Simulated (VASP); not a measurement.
# Coverage series on ZrN(001)

How do binding energy and the level below the vacuum change as the layer fills? Model: ZrN(001), 2 x 2, four layers.

Program: VASP 6.6.1. Level of theory: PBEsol; plane waves and PAW (Zr_sv, N), in the first sound run; inputs show where later runs differ. Results are calculated unless marked as measured.

### 1. The structure

The cell holds 32 atoms: 16 Zr and 16 N. Its edges and angles: a = 6.449 Å, b = 6.449 Å, c = 22.840 Å, α = 90.0°, β = 90.0°, γ = 90.0°. It derives from ZrN. Vacuum lies along c.

### 2. Relax the state, PBEsol

State “clean”: the free atoms relax, with the lowest layers held.

Level: PBEsol; plane waves and PAW (Zr_sv, N).

Contents of INCAR:

```
SYSTEM = ZrN
PREC = Normal
ENCUT = 400
EDIFF = 1E-05
NELM = 120
ISMEAR = 1
SIGMA = 0.1
LREAL = Auto
ALGO = Fast
GGA = PS
NBANDS = 160
LASPH = .TRUE.
LORBIT = 11
LWAVE = .FALSE.
LCHARG = .FALSE.
KPAR = 4
NCORE = 2
IBRION = 2
NSW = 80
ISIF = 2
EDIFFG = -0.04
POTIM = 0.4
MAXMIX = 40
IDIPOL = 3
LDIPOL = .TRUE.
DIPOL = 0.5 0.5 0.5
ISYM = 2
```

Contents of POSCAR:

```
ZrN
1.0
    6.4488138440      0.0000000000      0.0000000000
    0.0000000000      6.4488138440      0.0000000000
    0.0000000000      0.0000000000     22.8400000000
Zr N
16 16
Selective dynamics
Direct
    0.0000000000      0.0000000000      0.3502626970  F F F
    0.0000000000      0.5000000000      0.3502626970  F F F
    0.5000000000      0.0000000000      0.3502626970  F F F
    0.5000000000      0.5000000000      0.3502626970  F F F
    0.2500000000      0.2500000000      0.4500875660  F F F
    0.2500000000      0.7500000000      0.4500875660  F F F
    0.7500000000      0.2500000000      0.4500875660  F F F
    0.7500000000      0.7500000000      0.4500875660  F F F
    0.0000000000      0.0000000000      0.5499124340  T T T
    0.0000000000      0.5000000000      0.5499124340  T T T
    0.5000000000      0.0000000000      0.5499124340  T T T
    0.5000000000      0.5000000000      0.5499124340  T T T
    0.2500000000      0.2500000000      0.6497373030  T T T
    0.2500000000      0.7500000000      0.6497373030  T T T
    0.7500000000      0.2500000000      0.6497373030  T T T
    0.7500000000      0.7500000000      0.6497373030  T T T
    0.2500000000      0.2500000000      0.3502626970  F F F
    0.2500000000      0.7500000000      0.3502626970  F F F
    0.7500000000      0.2500000000      0.3502626970  F F F
    0.7500000000      0.7500000000      0.3502626970  F F F
    0.0000000000      0.0000000000      0.4500875660  F F F
    0.0000000000      0.5000000000      0.4500875660  F F F
    0.5000000000      0.0000000000      0.4500875660  F F F
    0.5000000000      0.5000000000      0.4500875660  F F F
    0.2500000000      0.2500000000      0.5499124340  T T T
    0.2500000000      0.7500000000      0.5499124340  T T T
    0.7500000000      0.2500000000      0.5499124340  T T T
    0.7500000000      0.7500000000      0.5499124340  T T T
    0.0000000000      0.0000000000      0.6497373030  T T T
    0.0000000000      0.5000000000      0.6497373030  T T T
    0.5000000000      0.0000000000      0.6497373030  T T T
    0.5000000000      0.5000000000      0.6497373030  T T T
```

Contents of KPOINTS:

```
Automatic mesh
0
Gamma
4 4 1
0 0 0
```

Potentials, in the order of the species: Zr_sv and N (PBE family, release 64).

Run with:

```
$ mpirun -np 8 vasp_std
```

The log of the run:

```text
[banner, memory and clock lines left out]
running    8 mpi-ranks, on    1 nodes
[...]
|                                                                             |
|               ----> ADVICE to this user running VASP <----                  |
|                                                                             |
|     You enforced a specific xc type in the INCAR file but a different       |
|     [... a line on the potential file left out ...]
|     I HOPE YOU KNOW WHAT YOU ARE DOING!                                     |
|                                                                             |

 LDA part: xc-table for (Slater+PW92), standard interpolation
 POSCAR, INCAR and KPOINTS ok, starting setup
[...]
entering main loop
       N       E                     dE             d eps       ncg     rms          rms(c)
DAV:   1     0.268880153950E+04    0.26888E+04   -0.12694E+05  2248   0.130E+03
DAV:   2    -0.703816499702E+02   -0.27592E+04   -0.26819E+04  2296   0.426E+02
[...]
WARNING in EDDRMM: call to ZHEGV failed, returncode =   8  4    107
[...]
WARNING in EDDRMM: call to ZHEGV failed, returncode =   6  3     23
WARNING in EDDRMM: call to ZHEGV failed, returncode =   8  4     39
   3 F= -.33556002E+03 E0= -.33556180E+03  d E =-.463191E+00
   4 F= -.33556017E+03 E0= -.33556184E+03  d E =-.463343E+00
[...]
WARNING in EDDRMM: call to ZHEGV failed, returncode =   6  3    108
[...]
WARNING in EDDRMM: call to ZHEGV failed, returncode =   6  3     87
   5 F= -.33556638E+03 E0= -.33556819E+03  d E =-.621008E-02
   6 F= -.33557164E+03 E0= -.33557380E+03  d E =-.114617E-01
   7 F= -.33557355E+03 E0= -.33557586E+03  d E =-.191147E-02
   8 F= -.33557465E+03 E0= -.33557711E+03  d E =-.301072E-02
   9 F= -.33557382E+03 E0= -.33557662E+03  d E =-.218836E-02
[...]
WARNING in EDDRMM: call to ZHEGV failed, returncode =   6  3     60
  10 F= -.33557482E+03 E0= -.33557739E+03  d E =-.318184E-02
  11 F= -.33557610E+03 E0= -.33557854E+03  d E =-.128226E-02
[...]
WARNING in EDDRMM: call to ZHEGV failed, returncode =   6  3     58
  12 F= -.33557668E+03 E0= -.33557899E+03  d E =-.185841E-02
[...]
reached required accuracy - stopping structural energy minimisation
```

It took 14 min on 8 MPI ranks of Intel Xeon 6975P-C (Granite Rapids), shared host; peak memory 3.6 GiB.

The logs omit lines about the potential files and the build; timing stands in the text.

OUTCAR, selected parts (step 2):

```text
  Total      -29.7771009    -29.7771009    -15.7911787      0.0000000      0.0000000      0.0000000
  in kB      -50.2269971    -50.2269971    -26.6360211      0.0000000      0.0000000      0.0000000
  external PRESSURE =     -42.3633384 kB  Pullay stress =       0.0000000 kB

 POSITION                                       TOTAL-FORCE (eV/Angst)
 -----------------------------------------------------------------------------------
      0.00000      0.00000      8.00000         0.000000      0.000000      1.607715
      0.00000      3.22441      8.00000        -0.000000     -0.000000      1.607715
      3.22441      0.00000      8.00000         0.000000      0.000000      1.607715
      3.22441      3.22441      8.00000        -0.000000      0.000000      1.607715
      1.61220      1.61220     10.28000         0.000000     -0.000000      0.113779
      1.61220      4.83661     10.28000         0.000000      0.000000      0.113779
      4.83661      1.61220     10.28000        -0.000000     -0.000000      0.113779
      4.83661      4.83661     10.28000         0.000000      0.000000      0.113779
      0.00000      0.00000     12.55010         0.000000     -0.000000     -0.027334
      0.00000      3.22441     12.55010         0.000000     -0.000000     -0.027334
      3.22441      0.00000     12.55010        -0.000000     -0.000000     -0.027334
      3.22441      3.22441     12.55010        -0.000000     -0.000000     -0.027334
      1.61220      1.61220     14.72638        -0.000000      0.000000     -0.029519
      1.61220      4.83661     14.72638        -0.000000     -0.000000     -0.029519
[...]
-----------------------------------------------------------------------------------
    total drift:                                0.000000     -0.000000     -0.030179

  FREE ENERGIE OF THE ION-ELECTRON SYSTEM (eV)
  ---------------------------------------------------
  free  energy   TOTEN  =      -335.5766759607 eV

  energy  without entropy=     -335.5836109829  energy(sigma->0) =     -335.57898763

 reached required accuracy - stopping structural energy minimisation

[... 3 further parts left out ...]
[key lines of the parts left out:]
E-fermi :   3.4402
```

This run gave:

- energy(sigma→0) of the program: -335.5790 eV
- ionic steps: 12

### 3. Potential of the state, PBEsol

State “clean”: a tighter run that also writes the potential.

Level: PBEsol; plane waves and PAW (Zr_sv, N).

Contents of INCAR:

```
SYSTEM = ZrN
PREC = Normal
ENCUT = 400
EDIFF = 1E-06
NELM = 120
ISMEAR = 1
SIGMA = 0.1
LREAL = Auto
ALGO = Fast
GGA = PS
NBANDS = 160
LASPH = .TRUE.
LORBIT = 11
LWAVE = .FALSE.
LCHARG = .TRUE.
KPAR = 4
NCORE = 2
IDIPOL = 3
LDIPOL = .TRUE.
DIPOL = 0.5 0.5 0.5
LVHAR = .TRUE.
LVACPOTAV = .TRUE.
NEDOS = 1500
```

Contents of POSCAR:

```
ZrN
1.0
    6.4488138440      0.0000000000      0.0000000000
    0.0000000000      6.4488138440      0.0000000000
    0.0000000000      0.0000000000     22.8400000000
Zr N
16 16
Selective dynamics
Direct
    0.0000000000      0.0000000000      0.3502626970  F F F
    0.0000000000      0.5000000000      0.3502626970  F F F
    0.5000000000      0.0000000000      0.3502626970  F F F
    0.5000000000      0.5000000000      0.3502626970  F F F
    0.2500000000      0.2500000000      0.4500875660  F F F
    0.2500000000      0.7500000000      0.4500875660  F F F
    0.7500000000      0.2500000000      0.4500875660  F F F
    0.7500000000      0.7500000000      0.4500875660  F F F
    0.0000000000      0.0000000000      0.5494787826  T T T
    0.0000000000      0.5000000000      0.5494787826  T T T
    0.5000000000      0.0000000000      0.5494787826  T T T
    0.5000000000      0.5000000000      0.5494787826  T T T
    0.2500000000      0.2500000000      0.6447628097  T T T
    0.2500000000      0.7500000000      0.6447628097  T T T
    0.7500000000      0.2500000000      0.6447628097  T T T
    0.7500000000      0.7500000000      0.6447628097  T T T
    0.2500000000      0.2500000000      0.3502626970  F F F
    0.2500000000      0.7500000000      0.3502626970  F F F
    0.7500000000      0.2500000000      0.3502626970  F F F
    0.7500000000      0.7500000000      0.3502626970  F F F
    0.0000000000      0.0000000000      0.4500875660  F F F
    0.0000000000      0.5000000000      0.4500875660  F F F
    0.5000000000      0.0000000000      0.4500875660  F F F
    0.5000000000      0.5000000000      0.4500875660  F F F
    0.2500000000      0.2500000000      0.5503119708  T T T
    0.2500000000      0.7500000000      0.5503119708  T T T
    0.7500000000      0.2500000000      0.5503119708  T T T
    0.7500000000      0.7500000000      0.5503119708  T T T
    0.0000000000      0.0000000000      0.6512578761  T T T
    0.0000000000      0.5000000000      0.6512578761  T T T
    0.5000000000      0.0000000000      0.6512578761  T T T
    0.5000000000      0.5000000000      0.6512578761  T T T
```

KPOINTS is that of step 2.

Run with:

```
$ mpirun -np 8 vasp_std
```

The log of the run:

```text
[banner, memory and clock lines left out]
running    8 mpi-ranks, on    1 nodes
[...]
[... a notice as in an earlier step ...]

 LDA part: xc-table for (Slater+PW92), standard interpolation
 POSCAR, INCAR and KPOINTS ok, starting setup
[...]
entering main loop
       N       E                     dE             d eps       ncg     rms          rms(c)
DAV:   1     0.269797570590E+04    0.26980E+04   -0.12710E+05  2248   0.130E+03
DAV:   2    -0.676803873533E+02   -0.27657E+04   -0.26883E+04  2288   0.427E+02
DAV:   3    -0.360295390369E+03   -0.29262E+03   -0.28912E+03  2608   0.118E+02
DAV:   4    -0.391732297247E+03   -0.31437E+02   -0.31341E+02  3528   0.345E+01
[...]
RMM:  21    -0.335575114822E+03   -0.46342E-03   -0.28687E-03  3591   0.807E-02    0.328E-02
RMM:  22    -0.335575572846E+03   -0.45802E-03   -0.15663E-03  3493   0.591E-02    0.300E-02
RMM:  23    -0.335576056904E+03   -0.48406E-03   -0.99531E-04  3518   0.494E-02    0.172E-02
WARNING in EDDRMM: call to ZHEGV failed, returncode =   8  4     92
RMM:  24    -0.335576241442E+03   -0.18454E-03   -0.59025E-04  3393   0.348E-02    0.132E-02
RMM:  25    -0.335576321061E+03   -0.79619E-04   -0.35962E-04  3246   0.271E-02    0.997E-03
WARNING in EDDRMM: call to ZHEGV failed, returncode =   6  3    138
WARNING in EDDRMM: call to ZHEGV failed, returncode =   8  4     40
WARNING in EDDRMM: call to ZHEGV failed, returncode =   6  3     48
WARNING in EDDRMM: call to ZHEGV failed, returncode =   8  4    118
RMM:  26    -0.335576496025E+03   -0.17496E-03   -0.22438E-04  3167   0.206E-02    0.100E-02
WARNING in EDDRMM: call to ZHEGV failed, returncode =   6  3    105
RMM:  27    -0.335576612351E+03   -0.11633E-03   -0.13864E-04  3133   0.169E-02    0.390E-03
WARNING in EDDRMM: call to ZHEGV failed, returncode =   6  3     17
WARNING in EDDRMM: call to ZHEGV failed, returncode =   8  4     18
WARNING in EDDRMM: call to ZHEGV failed, returncode =   6  3    117
RMM:  28    -0.335576640830E+03   -0.28479E-04   -0.86292E-05  2934   0.126E-02    0.277E-03
 num prob  num prob  num prob  num prob  num prob  num prob RMM:  29    -0.335576657346E+03   -0.16516E-04   -0.48915E-05  2618   0.945E-03    0.276E-03
 num prob  num prob  num prob  num prob  num prob WARNING in EDDRMM: call to ZHEGV failed, returncode =   6  3    118
RMM:  30    -0.335576665191E+03   -0.78445E-05   -0.31794E-05  2397   0.737E-03    0.211E-03
 num prob  num prob  num prob RMM:  31    -0.335576669830E+03   -0.46396E-05   -0.22708E-05  2235   0.615E-03    0.154E-03
 num prob  num prob  num prob  num prob  num prob RMM:  32    -0.335576671853E+03   -0.20226E-05   -0.15300E-05  2076   0.501E-03    0.680E-04
 num prob  num prob  num prob RMM:  33    -0.335576673064E+03   -0.12108E-05   -0.10512E-05  1951   0.419E-03    0.469E-04
 num prob RMM:  34    -0.335576673717E+03   -0.65329E-06   -0.74968E-06  1701   0.351E-03
|                                                                             |
|           W    W    AA    RRRRR   N    N  II  N    N   GGGG   !!!           |
|           W    W   A  A   R    R  NN   N  II  NN   N  G    G  !!!           |
|           W    W  A    A  R    R  N N  N  II  N N  N  G       !!!           |
|           W WW W  AAAAAA  RRRRR   N  N N  II  N  N N  G  GGG   !            |
|           WW  WW  A    A  R   R   N   NN  II  N   NN  G    G                |
|           W    W  A    A  R    R  N    N  II  N    N   GGGG   !!!           |
|                                                                             |
|     Did not find any points to average over, which means that no vacuum     |
|     field-free region was found. Please increase the size of  your cell     |
|     in the dimension of the dipole correction to obtain accurate            |
|     workfunction values.                                                    |
|                                                                             |

   1 F= -.33557667E+03 E0= -.33557897E+03  d E =0.689363E-02
```

Elapsed: 4 min, on 8 MPI ranks; peak memory 3.1 GiB.

OUTCAR, selected parts (step 3):

```text
  LATTYP: Found a simple tetragonal cell.
 ALAT       =     6.4488138440
 C/A-ratio  =     3.5417365972

 Subroutine GETGRP returns: Found  8 space group operations
 (whereof  8 operations were pure point group operations)

The static configuration has the point symmetry C_4v.

 Found      6 irreducible k-points:

   dimension x,y,z NGX =    32 NGY =   32 NGZ =  112
   dimension x,y,z NGXF=    64 NGYF=   64 NGZF=  224

   ENCUT  =  400.0 eV  29.40 Ry    5.42 a.u.  10.52 10.52 37.25*2*pi/ulx,y,z

   NELECT =     272.0000    total number of electrons

 dipolmoment           0.000000      0.000000     -0.048210 electrons x Angstroem

 E-fermi :   3.4414

 k-point     1 :       0.0000    0.0000    0.0000
  band No.  band energies     occupation
    ...
    133       1.8779      2.00000
    134       2.7798      2.00000
    135       2.9064      2.00000
    136       2.9064      2.00000
    137       3.3200      2.07088
    138       3.5979     -0.04935
    139       3.5979     -0.04935
    140       4.2464     -0.00000
    141       4.6011     -0.00000
    142       4.6012     -0.00000
    ...

 k-point     2 :       0.2500    0.0000    0.0000
  band No.  band energies     occupation
    ...
    133       2.6767      2.00000
    134       3.1297      2.00010
    135       3.1587      2.00048
    136       3.3607      1.98352
    137       3.4697      0.54143
    138       3.5356     -0.03623
    139       3.6375     -0.01809
    140       3.6996     -0.00159
    141       3.7127     -0.00085
    142       4.0215     -0.00000
    ...

  Total      -29.7989981    -29.7989981    -15.7921108      0.0000000      0.0000000      0.0000000
  in kB      -50.2639327    -50.2639327    -26.6375933      0.0000000      0.0000000      0.0000000
  external PRESSURE =     -42.3884862 kB  Pullay stress =       0.0000000 kB

 POSITION                                       TOTAL-FORCE (eV/Angst)
 -----------------------------------------------------------------------------------
      0.00000      0.00000      8.00000        -0.000000     -0.000000      1.606951
      0.00000      3.22441      8.00000        -0.000000     -0.000000      1.606951
      3.22441      0.00000      8.00000         0.000000     -0.000000      1.606951
      3.22441      3.22441      8.00000         0.000000     -0.000000      1.606951
      1.61220      1.61220     10.28000        -0.000000     -0.000000      0.112763
      1.61220      4.83661     10.28000        -0.000000     -0.000000      0.112763
      4.83661      1.61220     10.28000        -0.000000      0.000000      0.112763
      4.83661      4.83661     10.28000        -0.000000      0.000000      0.112763
      0.00000      0.00000     12.55010         0.000000      0.000000     -0.025341
      0.00000      3.22441     12.55010        -0.000000      0.000000     -0.025341
      3.22441      0.00000     12.55010         0.000000     -0.000000     -0.025341
      3.22441      3.22441     12.55010        -0.000000      0.000000     -0.025341
      1.61220      1.61220     14.72638         0.000000      0.000000     -0.032502
      1.61220      4.83661     14.72638         0.000000      0.000000     -0.032502
      4.83661      1.61220     14.72638        -0.000000      0.000000     -0.032502
      4.83661      4.83661     14.72638        -0.000000     -0.000000     -0.032502
      1.61220      1.61220      8.00000         0.000000      0.000000     -0.760769
      1.61220      4.83661      8.00000        -0.000000     -0.000000     -0.760769
      4.83661      1.61220      8.00000         0.000000      0.000000     -0.760769
      4.83661      4.83661      8.00000         0.000000     -0.000000     -0.760769
      0.00000      0.00000     10.28000         0.000000     -0.000000     -0.947710
      0.00000      3.22441     10.28000         0.000000      0.000000     -0.947710
      3.22441      0.00000     10.28000         0.000000      0.000000     -0.947710
      3.22441      3.22441     10.28000         0.000000     -0.000000     -0.947710
      1.61220      1.61220     12.56913        -0.000000     -0.000000      0.038469
      1.61220      4.83661     12.56913         0.000000     -0.000000      0.038469
      4.83661      1.61220     12.56913        -0.000000      0.000000      0.038469
      4.83661      4.83661     12.56913         0.000000     -0.000000      0.038469
      0.00000      0.00000     14.87473         0.000000      0.000000      0.008140
      0.00000      3.22441     14.87473         0.000000      0.000000      0.008140
      3.22441      0.00000     14.87473        -0.000000      0.000000      0.008140
      3.22441      3.22441     14.87473         0.000000     -0.000000      0.008140
 -----------------------------------------------------------------------------------
    total drift:                                0.000000     -0.000000     -0.017487

  FREE ENERGIE OF THE ION-ELECTRON SYSTEM (eV)
  ---------------------------------------------------
  free  energy   TOTEN  =      -335.5766737171 eV

  energy  without entropy=     -335.5835673454  energy(sigma->0) =     -335.57897159

 vacuum level on the upper side and lower side of the slab         5.646         5.828

 total charge
# of ion       s       p       d       tot
------------------------------------------
    1        2.158   6.006   1.641   9.806
    2        2.158   6.006   1.641   9.806
    3        2.158   6.006   1.641   9.806
    4        2.158   6.006   1.641   9.806
    5        2.164   6.033   1.708   9.904
    6        2.164   6.033   1.708   9.904
    7        2.164   6.033   1.708   9.904
    8        2.164   6.033   1.708   9.904
    9        2.164   6.032   1.734   9.930
   10        2.164   6.032   1.734   9.930
   11        2.164   6.032   1.734   9.930
   12        2.164   6.032   1.734   9.930
   13        2.168   6.014   1.680   9.861
   14        2.168   6.014   1.680   9.861
   15        2.168   6.014   1.680   9.861
   16        2.168   6.014   1.680   9.861
   17        1.254   2.368   0.000   3.623
   18        1.254   2.368   0.000   3.623
   19        1.254   2.368   0.000   3.623
   20        1.254   2.368   0.000   3.623
   21        1.249   2.417   0.000   3.667
   22        1.249   2.417   0.000   3.667
   23        1.249   2.417   0.000   3.667
   24        1.249   2.417   0.000   3.667
   25        1.251   2.432   0.000   3.684
   26        1.251   2.432   0.000   3.684
   27        1.251   2.432   0.000   3.684
   28        1.251   2.432   0.000   3.684
   29        1.253   2.361   0.000   3.614
   30        1.253   2.361   0.000   3.614
   31        1.253   2.361   0.000   3.614
   32        1.253   2.361   0.000   3.614
--------------------------------------------------
tot         54.646 134.656  27.052 216.353

[... 2 parts as in an earlier step ...]

[... 7 further parts left out ...]
```

Read from the output:

```
energy(sigma→0) of the program      : -335.5790 eV
work function, upper and lower side : 2.20, 2.39 eV
```

VASP warns that it found no field-free region by its own threshold; the planar potential, read 60 % of the way from the top atom to the cell's edge, stands at 2.22 eV above the Fermi level.

(Part 1 of 3 ends here.)

[Lines on the potential files, build, host, timing and source positions are cut from VASP's logs without a mark.]

[Logs are printed without paths, hosts, clocks, repeated set-up lines and the standing remarks that a program may print on its own settings, such as how far it seeks lower states.]

[Hosts, paths, dates, database ids (printed as entryN), source tags and the programs' standing remarks are cut or masked in the printed files.]
